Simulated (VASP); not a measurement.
Data:

```
Be2C
1.0
    0.00000     2.13607     2.13607
    2.13607     0.00000     2.13607
    2.13607     2.13607     0.00000
Be C
2 1
Direct
  0.25000   0.25000   0.25000
  0.75000   0.75000   0.75000
  0.00000   0.00000   0.00000
```

Method: LDA (Ceperley-Alder, Perdew-Zunger), VASP's LDA PAW potentials (set 64) (plane waves; VASP). Run with 520 eV cut-off, 16×16×16 Γ-centred mesh, Gaussian smearing of 0.010 eV, potentials Be C.

Q: Give the direction-averaged independent-particle dielectric function (no local fields, no excitons; a broadening of 0.1 eV leaves a tail below the gap, and fine structure carries the noise of the k-mesh).

A: 
| ħω (eV) | ε₁ | ε₂ |
|---|---|---|
| 0.00 | 7.17 | 0.00 |
| 0.30 | 7.18 | 0.01 |
| 0.60 | 7.21 | 0.01 |
| 0.90 | 7.26 | 0.02 |
| 1.20 | 7.33 | 0.03 |
| 1.50 | 7.43 | 0.04 |
| 1.80 | 7.55 | 0.05 |
| 2.10 | 7.71 | 0.06 |
| 2.40 | 7.90 | 0.07 |
| 2.70 | 8.13 | 0.09 |
| 3.00 | 8.43 | 0.11 |
| 3.30 | 8.80 | 0.14 |
| 3.60 | 9.31 | 0.20 |
| 4.00 | 10.36 | 0.60 |
| 4.30 | 11.43 | 1.31 |
| 4.60 | 10.98 | 2.22 |
| 4.90 | 11.73 | 2.54 |
| 5.20 | 10.82 | 3.62 |
| 5.50 | 12.32 | 2.88 |
| 5.80 | 12.77 | 5.16 |
| 6.10 | 15.09 | 6.01 |
| 6.40 | 15.29 | 8.15 |
| 6.70 | 19.34 | 10.74 |
| 7.00 | 14.61 | 17.79 |
| 7.30 | 12.44 | 22.30 |
| 7.60 | 3.08 | 25.04 |
| 8.00 | -3.38 | 20.03 |
| 8.30 | -10.38 | 14.68 |
| 8.60 | -4.48 | 8.34 |
| 8.90 | -3.15 | 9.21 |
| 9.20 | -2.96 | 8.46 |
| 9.50 | -4.24 | 9.47 |
| 9.80 | -5.22 | 6.92 |
| 10.10 | -3.98 | 5.70 |
| 10.40 | -4.12 | 4.64 |
| 10.70 | -2.95 | 4.83 |
| 11.00 | -3.38 | 5.18 |
| 11.30 | -4.02 | 4.86 |
| 11.60 | -3.54 | 3.55 |
| 12.00 | -2.79 | 3.40 |
ε₂ peaks at 7.5 eV (height 25.5); ε₁(0) averages 7.17, so the electronic refractive index below the gap tends to √7.17 = 2.68.

The compound is Be2C in the antifluorite structure. It was relaxed first.
